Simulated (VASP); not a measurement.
Output of a VASP run:

File OUTCAR:
```
 ion  position               nearest neighbor table
   1  0.000  0.000  0.000-
   2  0.500  0.500  0.500-   3 2.59   4 2.59   5 2.59   5 2.59   3 2.59   4 2.59
   3  0.500  0.000  0.500-   2 2.59   2 2.59
   4  0.000  0.500  0.500-   2 2.59   2 2.59
   5  0.500  0.500  0.000-   2 2.59   2 2.59
  LATTYP: Found a simple cubic cell.
 ALAT       =     5.1875973656
 Subroutine PRICEL returns:
 Original cell was already a primitive cell.
 Subroutine GETGRP returns: Found 48 space group operations
The static configuration has the point symmetry O_h .
The dynamic configuration has the point symmetry O_h .
 Subroutine INISYM returns: Found 48 space group operations
 Subroutine IBZKPT returns following result:
 Found     20 irreducible k-points:

 Following reciprocal coordinates:
            Coordinates               Weight
  0.000000  0.000000  0.000000      1.000000
  0.166667  0.000000  0.000000      6.000000
  0.333333  0.000000  0.000000      6.000000
  0.500000  0.000000  0.000000      3.000000
  0.166667  0.166667  0.000000     12.000000
  0.333333  0.166667  0.000000     24.000000
  0.500000  0.166667  0.000000     12.000000
  0.333333  0.333333  0.000000     12.000000
  0.500000  0.333333  0.000000     12.000000
  0.500000  0.500000  0.000000      3.000000
  0.166667  0.166667  0.166667      8.000000
  0.333333  0.166667  0.166667     24.000000
  0.500000  0.166667  0.166667     12.000000
  0.333333  0.333333  0.166667     24.000000
  0.500000  0.333333  0.166667     24.000000
  0.500000  0.500000  0.166667      6.000000
  0.333333  0.333333  0.333333      8.000000
  0.500000  0.333333  0.333333     12.000000
  0.500000  0.500000  0.333333      6.000000
  0.500000  0.500000  0.500000      1.000000
   k-points           NKPTS =     20   k-points in BZ     NKDIM =     20   number of bands    NBANDS=     26
   number of dos      NEDOS =    301   number of ions     NIONS =      5
   total plane-waves  NPLWV =  64000
   dimension x,y,z NGX =    40 NGY =   40 NGZ =   40
   dimension x,y,z NGXF=    80 NGYF=   80 NGZF=   80
   ions per type =               1   1   3
   PREC   = accura    normal or accurate (medium, high low for compatibility)
   ISTART =      0    job   : 0-new  1-cont  2-samecut
   ICHARG =      2    charge: 1-file 2-atom 10-const
   ISPIN  =      1    spin polarized calculation?
   LNONCOLLINEAR =      F non collinear calculations
   LSORBIT =      F    spin-orbit coupling
   INIWAV =      1    electr: 0-lowe 1-rand  2-diag
   ENCUT  =  500.0 eV  36.75 Ry    6.06 a.u.   9.46  9.46  9.46*2*pi/ulx,y,z
   NELM   =    100;   NELMIN=  2; NELMDL= -5     # of ELM steps
   EDIFF  = 0.1E-05   stopping-criterion for ELM
   LREAL  =      F    real-space projection
   NLSPLINE    = F    spline interpolate recip. space projectors
   LMAXMIX     =    4 max onsite mixed and CHGCAR
   VOSKOWN=      0    Vosko Wilk Nusair interpolation
   EDIFFG = -.2E-01   stopping-criterion for IOM
   NSW    =     40    number of steps for IOM
   NBLOCK =      1;   KBLOCK =     40    inner block; outer block
   IBRION =      2    ionic relax: 0-MD 1-quasi-New 2-CG
   NFREE  =      1    steps in history (QN), initial steepest desc. (CG)
   ISIF   =      3    stress and relaxation
   ISYM   =      2    0-nonsym 1-usesym 2-fastsym
   TEIN   =    0.0    initial temperature
   TEBEG  =    0.0;   TEEND  =   0.0 temperature during run
   SMASS  =  -3.00    Nose mass-parameter (am)
   PSTRESS=  300.0 pullay stress
   NELECT =      44.0000    total number of electrons
   EFERMI =   0.00;   METHOD = LEGACY
   ISMEAR =     1;   SIGMA  =   0.10  broadening in eV -4-tet -1-fermi 0-gaus
   IALGO  =     38    algorithm
   LDIAG  =      T    sub-space diagonalisation (order eigenvalues)
   IMIX   =      4    mixing-type and parameters
     AMIX     =   0.40;   BMIX     =  1.00
     AMIX_MAG =   1.60;   BMIX_MAG =  1.00
     AMIN     =   0.10
   GGA     = PS    functional components
...
```

File OSZICAR:
```
       N       E                     dE             d eps       ncg     rms          rms(c)
DAV:   1     0.415131240796E+03    0.41513E+03   -0.19379E+04  1042   0.173E+03
DAV:   2     0.540741357106E+02   -0.36106E+03   -0.35403E+03  1116   0.400E+02
DAV:   3    -0.691873981074E+01   -0.60993E+02   -0.59201E+02  1296   0.144E+02
DAV:   4    -0.981678892837E+01   -0.28980E+01   -0.28864E+01  1220   0.334E+01
DAV:   5    -0.989980844672E+01   -0.83020E-01   -0.82964E-01  1656   0.624E+00    0.155E+01
DAV:   6    -0.981146523832E+01    0.88343E-01   -0.75290E-02  1328   0.170E+00    0.949E+00
DAV:   7    -0.977982767738E+01    0.31638E-01   -0.12134E-01  1350   0.181E+00    0.527E-01
DAV:   8    -0.977854289019E+01    0.12848E-02   -0.19475E-02  1244   0.834E-01    0.222E-01
DAV:   9    -0.977861629218E+01   -0.73402E-04   -0.12084E-03  1584   0.246E-01    0.369E-02
DAV:  10    -0.977861501129E+01    0.12809E-05   -0.36193E-05  1294   0.379E-02    0.206E-02
DAV:  11    -0.977861709805E+01   -0.20868E-05   -0.75456E-06  1302   0.217E-02    0.308E-03
DAV:  12    -0.977861704825E+01    0.49799E-07   -0.32392E-07   790   0.503E-03
   1 F= 0.16361616E+02 E0= 0.16361237E+02  d E =0.163616E+02
```

File OUTCAR:
```
------------------------ aborting loop because EDIFF is reached ----------------------------------------
  FORCE on cell =-STRESS in cart. coord.  units (eV):
  Direction    XX          YY          ZZ          XY          YZ          ZX
  --------------------------------------------------------------------------------------
  Total       26.2173227     26.2173227     26.2173227     -0.0000000     -0.0000000      0.0000000
  in kB      300.8847243    300.8847243    300.8847243     -0.0000000     -0.0000000      0.0000000
  external PRESSURE =       0.8847243 kB  Pullay stress =     300.0000000 kB
  volume of cell :      139.60
      direct lattice vectors                 reciprocal lattice vectors
     5.187597366  0.000000000  0.000000000     0.192767466  0.000000000  0.000000000
     0.000000000  5.187597366  0.000000000     0.000000000  0.192767466  0.000000000
     0.000000000  0.000000000  5.187597366     0.000000000  0.000000000  0.192767466
 POSITION                                       TOTAL-FORCE (eV/Angst)
 -----------------------------------------------------------------------------------
      0.00000      0.00000      0.00000         0.000000      0.000000      0.000000
      2.59380      2.59380      2.59380         0.000000      0.000000      0.000000
      2.59380      0.00000      2.59380         0.000000      0.000000      0.000000
      0.00000      2.59380      2.59380         0.000000      0.000000      0.000000
      2.59380      2.59380      0.00000         0.000000      0.000000      0.000000
 -----------------------------------------------------------------------------------
    total drift:                                0.000000      0.000000     -0.000000
  FREE ENERGIE OF THE ION-ELECTRON SYSTEM (eV)
  ---------------------------------------------------
  free  energy   TOTEN  =        -9.7786170482 eV

  energy  without entropy=       -9.7797540494  energy(sigma->0) =       -9.77899605
  enthalpy is  TOTEN    =        16.3616160179 eV   P V=       26.1402330661

 reached required accuracy - stopping structural energy minimisation
```
(Selected blocks of OUTCAR.)

**POSCAR**
```
CsSnI3
1
    5.1875973656     0.0000000000    -0.0000000000
    0.0000000000     5.1875973656     0.0000000000
   -0.0000000000     0.0000000000     5.1875973656
Cs Sn I
1 1 3
Direct
  0.0000000000   0.0000000000   0.0000000000
  0.5000000000   0.5000000000   0.5000000000
  0.5000000000   0.0000000000   0.5000000000
  0.0000000000   0.5000000000   0.5000000000
  0.5000000000   0.5000000000   0.0000000000
```

Q: Reconstruct the remaining input files.

A: This is not unique; one that fits is the input of the run itself, PBEsol GGA, plane waves, VASP's PBE PAW potentials (set 64).

**INCAR**
```
# general
SYSTEM  = CsSnI3
PREC    = Accurate
ENCUT   = 500   # plane-wave cut-off (eV)
LREAL   = F   # projection in real space or not
LASPH   = T   # aspherical one-centre terms

# electronic loop
EDIFF   = 1E-6   # SCF stop (eV)
NELM    = 100
ALGO    = Normal   # blocked Davidson
LMAXMIX = 4   # l cut-off of mixed one-centre charges

# smearing
ISMEAR  = 1   # Methfessel-Paxton
SIGMA   = 0.1   # width (eV)

# functional
GGA     = PS   # PBEsol

# ions
IBRION  = 2
NSW     = 40   # most ionic steps
ISIF    = 3   # ions, shape and volume
EDIFFG  = -0.02
PSTRESS = 300

# output
LWAVE   = F
LCHARG  = F
```

KPOINTS:
```
Automatic mesh
0
gamma
  6 6 6
0 0 0
```

POTCAR, in this order: Cs_sv Sn_d I (PBE.64 set). Program: vasp_std.

The compound is CsSnI3 in the cubic perovskite structure, the ideal cubic form; the compound distorts at low or room temperature. It was relaxed first under an external pressure of 30 GPa.
